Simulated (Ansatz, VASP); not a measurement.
## One calculation of SnCl, two programs

```
Sn Cl
1.0
     3.49755    0.00000    0.00000
    -1.74877    3.02896    0.00000
     0.00000    0.00000   10.06221
Sn Cl
2 2
Direct
  0.66667 0.33333 0.82051
  0.33333 0.66667 0.32051
  0.66667 0.33333 0.55449
  0.33333 0.66667 0.05449
```

The cell comes from a database or a generator and needn't be the stable form of this composition.

Alike in both runs: task single point; functional PBE; k mesh 9 × 9 × 3; occupations fermi-dirac, width 0.05 eV; no spin polarisation.

|  | VASP | Ansatz |
| --- | --- | --- |
| version | VASP 6.6.1 | Ansatz 0.2.0 |
| potentials or method | VASP PAW PBE potentials, release 64 (Sn_d, Cl) | Ansatz PAW |
| plane-wave cutoff (eV) | 520 | 420 |
| valence electrons in the cell | 42 | 42 |

```csv
,VASP,Ansatz,Ansatz less VASP
gap on the k mesh at the Fermi level (eV),none,none,-
pressure (GPa),-0.3,-0.2,+0.07
largest component of the traceless stress (GPa),0.15,0.16,+0.013
rms of the force components (eV/Å),0.059,0.057,-0.0021
```

Atom by atom the forces differ by 0.002 eV/Å (rms over components). A gap of «none» marks a metal or a gap that the smearing closes.
